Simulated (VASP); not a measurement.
Wanted: the native input for a VASP 6.6.1 run.

```
Task                   : single point
Functional             : PBE
Potentials or basis    : VASP PAW PBE potentials, release 64 (Rb_sv, Hg, Br)
Cutoff                 : 520 eV
k mesh                 : 3 × 2 × 2
Occupations            : fermi-dirac, width 0.05 eV
Spin                   : no spin polarisation
Dipole correction      : no
Further INCAR settings : ALGO = Fast; EDIFF = 1e-07; NBANDS = 46
```

The structure of Rb2HgBr6 lies in POSCAR:

```
Rb2HgBr6
1.0
    5.9417490000      0.3777860000      0.2054440000
   -1.2898590000      6.9407740000      2.3840410000
    0.4971610000      0.4177110000      7.2893460000
Rb Hg Br
2 1 6
Direct
    0.3396872899      0.0751808028      0.7247210063
    0.7514603963      0.6922056373      0.8706950323
    0.9715043334      0.0558278051      0.3651354302
    0.9149871250      0.4287706165      0.5698813934
    0.5599254714      0.8480454656      0.4148444197
    0.2055112529      0.8136881638      0.2100018304
    0.8209844176      0.0659711496     -0.0076853600
    0.1644225826      0.4520227052      0.1853219349
    0.5927899240      0.4727992193      0.3526450992
```

The cell was built by a generator and needn't be a form met in nature.

The input as run:

INCAR

```
SYSTEM = Rb2HgBr6
ALGO = Fast
EDIFF = 1E-7
ENCUT = 520
GGA = PE
ISIF = 2
ISMEAR = -1
LASPH = .True.
LCHARG = .False.
LREAL = .False.
LWAVE = .False.
NBANDS = 46
NELM = 100
PREC = Accurate
SIGMA = 0.05
```

KPOINTS

```
k-points
0
Gamma
  3 2 2
  0 0 0
```

Potentials or basis: VASP PAW PBE potentials, release 64 (Rb_sv, Hg, Br).

Command:

```sh
$ cat potpaw_PBE.64/Rb_sv/POTCAR potpaw_PBE.64/Hg/POTCAR potpaw_PBE.64/Br/POTCAR > POTCAR
$ mpirun -np 1 vasp_std > vasp.out
```

It gave:

```json
{
  "Pressure": "4.8 GPa",
  "Largest force": "2.389 eV/Å",
  "Band gap on the k mesh": "0.36 eV, indirect (least direct gap 0.37 eV)"
}
```

Caveat: the k mesh is coarse (spacing up to 0.47 Å⁻¹), so the values aren't converged; spin-orbit coupling is left out, which moves the levels of the heavy elements.

Wall time 3 min on 1 thread of Intel(R) Xeon(R) 6975P-C (Granite Rapids) (shared host), peak memory 0.42 GiB.
